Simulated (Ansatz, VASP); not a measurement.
# GaSbP2 (CuAu-ordered zincblende type (invented)) in two plane-wave programs, part 2 of 2

Aim: how closely do two programs agree when they are given the same cell, functional and k mesh? The cell is generated by rule, not measured, and may not be a known phase. Of the first pair: The two relaxations start from unlike cells of this crystal (the structure described is Ansatz's start), so only their ends are compared.

VASP 6.6.1 and Ansatz 0.2.0.

So far: Set-up; VASP: relaxation of cell and atoms, LDA, pair 1; Ansatz: relaxation of cell and atoms, LDA, pair 1; Comparison.

## (5) Ansatz: relaxation of cell and atoms, LDA, pair 2

Level of this step: Ansatz beside VASP: Kohn-Sham DFT, plane waves, LDA (Ansatz).

The relaxed volume is the usual yardstick between codes: in a stiff, nearly cubic crystal its relative difference is about their pressure difference at one cell divided by the bulk modulus. Its start cell is another than that of the pair before, and may be another structure of the material.

The cell is taken from a series of runs on this material, whose earlier steps may have relaxed, scaled, displaced or heated it; both programs get it as it stands.

Input file input.yaml:

```yaml
crystal:
  lattice:
    - [3.8377783173, 0.0, 0.0]
    - [0.0, 3.8377783173, 0.0]
    - [0.0, 0.0, 6.3697574621]
  atoms:
    - { symbol: Ga, position: [0.0, 0.0, 0.0] }
    - { symbol: Sb, position: [0.5, 0.5, 0.5] }
    - { symbol: P, position: [0.0, 0.5, 0.2104920972] }
    - { symbol: P, position: [0.5, 0.0, 0.7895079028] }
kpoints:
  mp_grid: { grid: [12, 12, 8] }
hamiltonian:
  xc: lda
scf:
  occupations: { method: gaussian, width: 0.1 }
output:
  forces: true
  stress: true
  eigenvalues: true
relax:
  adjacent_minimum: "off"
  f_tol: 0.005
  max_steps: 80
  cell: { stress_tol: 0.05 }
```

The run is started by

```console
ansatz run input.yaml --threads 2 --pin off --max-ram 5120MiB --backend cpu --events-out ev --progress --plain --runs-dir out
```

Numbers of over 12 decimals in the logs are rounded to 6 here.

Output:

```text
[...]
Crystal: 4 atoms, lattice volume = 93.817 Å³
Basis set: ecut = 420 eV, 1829 PW (Γ)
Bands: 23, of which v1, the nominal top of the filled ones, is band 19 counted from 1 (18 counted from 0)
Symmetry: 8 space group operations
[...]
k-points: 140 of 1152 (time reversal used)
[...]
--- Relaxed structure (3 steps of the walk, 3 accepted, 1 SCFs on fresh bases) ---
[...]
cell:  # Å, volume = 94.1251 Å³
    - [3.840897, 0.0, 0]
    - [0.0, 3.840897, 0.0]
    - [0, 0.0, 6.380289]
  atoms:
    - { symbol: Ga, position: [0, 0.0, 0.0] }
    - { symbol: Sb, position: [0.5, 0.5, 0.500000] }
    - { symbol: P, position: [0, 0.5, 0.209588] }
    - { symbol: P, position: [0.5, 0.0, 0.790412] }
[key lines of the parts left out:]
SCF converged after 7 iterations
Free energy (F): -11494.072252 eV
Fermi energy:    7.715398 eV
P = ⅓ Tr σ = -0.0062 GPa (-0.062 kbar)
```

## (6) VASP: relaxation of cell and atoms, LDA, pair 2

The same cell, functional (in two slightly different forms), mesh and smearing now go to VASP, with its own data sets.

Input file INCAR:

```
SYSTEM = GaSbP2
PREC = Accurate
ENCUT = 500
EDIFF = 1E-07
NELM = 120
ISMEAR = 0
SIGMA = 0.1
LREAL = .FALSE.
ALGO = Normal
GGA = CA
NBANDS = 20
LORBIT = 11
LWAVE = .FALSE.
LCHARG = .FALSE.
ISIF = 3
IBRION = 2
NSW = 80
EDIFFG = -0.005
LASPH = .TRUE.
GGA_COMPAT = .FALSE.
NELMIN = 4
KPAR = 2
```

Input file POSCAR:

```
GaSbP2
1.0
    3.8377780000      0.0000000000      0.0000000000
    0.0000000000      3.8377780000      0.0000000000
    0.0000000000      0.0000000000      6.3697570000
Ga Sb P
1 1 2
Direct
    0.0000000000      0.0000000000      0.0000000000
    0.5000000000      0.5000000000      0.5000000785
    0.0000000000      0.5000000000      0.2104921742
    0.5000000000      0.0000000000      0.7895079828
```

Input file KPOINTS:

```
Automatic mesh
0
Gamma
12 12 8
0 0 0
```

Potentials, in the order of the species: Ga_d, Sb and P (LDA family, release 64).

The run is started by

```console
mpirun -np 2 vasp_std
```

Output:

```text
[... set-up lines as in an earlier step ...]
 entering main loop
       N       E                     dE             d eps       ncg     rms          rms(c)
DAV:   1     0.164191258403E+03    0.16419E+03   -0.12215E+04  5720   0.151E+03
DAV:   2    -0.261724593982E+01   -0.16681E+03   -0.16104E+03  6260   0.335E+02
DAV:   3    -0.198381195602E+02   -0.17221E+02   -0.16644E+02  6776   0.933E+01
DAV:   4    -0.205179548552E+02   -0.67984E+00   -0.66914E+00  7036   0.182E+01
[...]
DAV:  11    -0.198067163789E+02   -0.73479E-05   -0.77563E-05  7968   0.475E-02    0.120E-02
DAV:  12    -0.198067157486E+02    0.63026E-06   -0.12276E-05  6716   0.234E-02    0.130E-02
DAV:  13    -0.198067156919E+02    0.56747E-07   -0.76351E-07  7284   0.554E-03
   1 F= -.19806716E+02 E0= -.19800610E+02  d E =-.198067E+02
[...]
2 F= -.19807692E+02 E0= -.19801577E+02  d E =-.976597E-03
[...]
3 F= -.19807728E+02 E0= -.19801613E+02  d E =-.101253E-02
[...]
4 F= -.19807890E+02 E0= -.19801773E+02  d E =-.161629E-03
[...]
5 F= -.19807908E+02 E0= -.19801790E+02  d E =-.180120E-03
[...]
reached required accuracy - stopping structural energy minimisation
```

Parts of OUTCAR (step 6):

```text
  Total        0.0074583      0.0074583     -0.0036701      0.0000000      0.0000000      0.0000000
  in kB        0.1268021      0.1268021     -0.0623973      0.0000000      0.0000000      0.0000000
  external PRESSURE =       0.0637357 kB  Pullay stress =       0.0000000 kB

 POSITION                                       TOTAL-FORCE (eV/Angst)
 -----------------------------------------------------------------------------------
      0.00000      0.00000      0.00000         0.000000      0.000000      0.000000
      1.92001      1.92001      3.19540        -0.000000     -0.000000      0.000000
      0.00000      1.92001      1.33828         0.000000      0.000000      0.000415
      1.92001      0.00000      5.05252        -0.000000      0.000000     -0.000415
 -----------------------------------------------------------------------------------
    total drift:                               -0.000000     -0.000000     -0.000267

  FREE ENERGIE OF THE ION-ELECTRON SYSTEM (eV)
  ---------------------------------------------------
  free  energy   TOTEN  =       -19.8079083403 eV

  energy  without entropy=      -19.7956718776  energy(sigma->0) =      -19.80179011

[... 1 part as in an earlier step ...]

[... 3 further parts left out ...]
[key lines of the parts left out:]
E-fermi :   5.6627
```

## (7) Side by side

What differs besides the data sets and the points named for the pairs above, as far as they apply: the data sets hold 38 valence electrons in Ansatz (on its default PAW (the set named soft_2) files) and 28 in VASP. Total energies have different zeros and are not compared.

Compared:

```
                                         quantity  Ansatz   VASP  difference
                                      volume (Å³)   94.13  94.24     -0.12 %
edge a after relaxation, in the typed setting (Å)   3.841  3.840     +0.02 %
edge c after relaxation, in the typed setting (Å)   6.380  6.391     -0.16 %
```

## (8) What came out

```yaml
difference_in_edge_c_after_relaxation_in_the_typed_setting_relaxation_of_cell_and_atoms_lda_pair_1: -0.56 %
difference_in_edge_c_after_relaxation_in_the_typed_setting_relaxation_of_cell_and_atoms_lda_pair_2: -0.16 %
```

In words: The difference in edge c after relaxation, in the typed setting is -0.56 % (relaxation of cell and atoms, LDA, pair 1), within the 1.2 % picked in this series as the mark of a large difference, as far as the stopping tolerances let one tell. The data sets hold unlike numbers of valence electrons (38 in Ansatz and 28 in VASP), so part of the differences comes from the potentials. How closely two codes agree says nothing of how well the functional describes the real material.

[Lines on the potential files, build, host, timing and source positions are cut from VASP's logs without a mark.]

[Logs are printed without paths, hosts, clocks, repeated set-up lines and the standing remarks that a program may print on its own settings, such as how far it seeks lower states.]

[Hosts, paths, dates, database ids (printed as entryN), source tags and the programs' standing remarks are cut or masked in the printed files.]
